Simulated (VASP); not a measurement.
Method: PBE GGA, VASP's PBE PAW potentials (set 64) (plane waves; VASP 6.6.1).

A VASP calculation is set up with these files.

### INCAR
```
SYSTEM = La2O3
PREC = Accurate
ENCUT = 400
EDIFF = 1E-6
NELM = 100
ALGO = Normal
LREAL = .FALSE.
LASPH = .TRUE.
ISMEAR = 0
SIGMA = 0.01
GGA = PE
LMAXMIX = 6
LWAVE = .FALSE.
LCHARG = .FALSE.
ISIF = 2
```

### KPOINTS
```
K-points
0
G
 7 7 4
0 0 0
```

POSCAR:
```
La2O3
3.9590820
  1.0000000000   0.0000000000   0.0000000000
 -0.5000000000   0.8660252553   0.0000000000
  0.0000000000   0.0000000000   1.5548947963
La O
2 3
Direct
  0.6666670000   0.3333330000   0.7537600000
  0.3333330000   0.6666670000   0.2462400000
  0.6666670000   0.3333330000   0.3541100000
  0.3333330000   0.6666670000   0.6458900000
  0.0000000000   0.0000000000   0.0000000000
```

POTCAR, in this order: La O (PBE.64 set). Program: vasp_std.

Output of the run:

OSZICAR:
```
       N       E                     dE             d eps       ncg     rms          rms(c)
DAV:   1     0.443709235172E+03    0.44371E+03   -0.13396E+04  1352   0.206E+03
DAV:   2     0.847257768125E+02   -0.35898E+03   -0.35373E+03  1936   0.391E+02
DAV:   3    -0.298281602417E+02   -0.11455E+03   -0.11336E+03  2552   0.203E+02
DAV:   4    -0.465256040728E+02   -0.16697E+02   -0.16691E+02  2360   0.842E+01
DAV:   5    -0.474974890460E+02   -0.97188E+00   -0.97157E+00  2552   0.252E+01    0.146E+01
DAV:   6    -0.419453602411E+02    0.55521E+01   -0.50242E+01  2072   0.419E+01    0.751E+00
DAV:   7    -0.418809213630E+02    0.64439E-01   -0.53806E+00  2520   0.240E+01    0.351E+00
DAV:   8    -0.418675690527E+02    0.13352E-01   -0.46338E-01  2328   0.595E+00    0.135E+00
DAV:   9    -0.418706150558E+02   -0.30460E-02   -0.72750E-02  2424   0.241E+00    0.420E-01
DAV:  10    -0.418729815546E+02   -0.23665E-02   -0.47605E-02  2248   0.146E+00    0.227E-01
DAV:  11    -0.418734644819E+02   -0.48293E-03   -0.17098E-02  2280   0.955E-01    0.144E-01
DAV:  12    -0.418736620468E+02   -0.19756E-03   -0.31168E-03  2160   0.403E-01    0.491E-02
DAV:  13    -0.418737248628E+02   -0.62816E-04   -0.11034E-03  2336   0.225E-01    0.266E-02
DAV:  14    -0.418737299296E+02   -0.50668E-05   -0.15033E-04  2352   0.104E-01    0.418E-03
DAV:  15    -0.418737306196E+02   -0.69006E-06   -0.10939E-05  2152   0.305E-02    0.229E-03
DAV:  16    -0.418737304679E+02    0.15175E-06   -0.11241E-06  1344   0.123E-02
   1 F= -.41873730E+02 E0= -.41873730E+02  d E =-.859998E-85
```

File OUTCAR:
```
------------------------ aborting loop because EDIFF is reached ----------------------------------------
  FORCE on cell =-STRESS in cart. coord.  units (eV):
  Direction    XX          YY          ZZ          XY          YZ          ZX
  --------------------------------------------------------------------------------------
  Total       -2.6490089     -2.6490080     -2.1254465      0.0000000      0.0000000      0.0000000
  in kB      -50.7900852    -50.7900678    -40.7516971      0.0000000      0.0000000      0.0000000
  external PRESSURE =     -47.4439500 kB  Pullay stress =       0.0000000 kB
  volume of cell :       83.56
      direct lattice vectors                 reciprocal lattice vectors
     3.959082000  0.000000000  0.000000000     0.252583806  0.145829353  0.000000000
    -1.979541000  3.428665000  0.000000000     0.000000000  0.291658707  0.000000000
     0.000000000  0.000000000  6.155956000     0.000000000  0.000000000  0.162444306
 POSITION                                       TOTAL-FORCE (eV/Angst)
 -----------------------------------------------------------------------------------
      1.97954      1.14289      4.64011         0.000000      0.000000     -0.157701
     -0.00000      2.28578      1.51584        -0.000000      0.000000      0.157701
      1.97954      1.14289      2.17989        -0.000000      0.000000     -0.023486
     -0.00000      2.28578      3.97607         0.000000     -0.000000      0.023486
      0.00000      0.00000      0.00000        -0.000000      0.000000      0.000000
 -----------------------------------------------------------------------------------
    total drift:                                0.000000     -0.000000      0.000000
  FREE ENERGIE OF THE ION-ELECTRON SYSTEM (eV)
  ---------------------------------------------------
  free  energy   TOTEN  =       -41.8737304679 eV

  energy  without entropy=      -41.8737304679  energy(sigma->0) =      -41.87373047
```
(Selected blocks of OUTCAR.)

At this cut-off the stress carries a Pulay error, which pulls relaxed volumes low.

The structure comes from a computed database's La2O3 entry; how it stands against other phases isn't given here. The cell was not relaxed at this level.
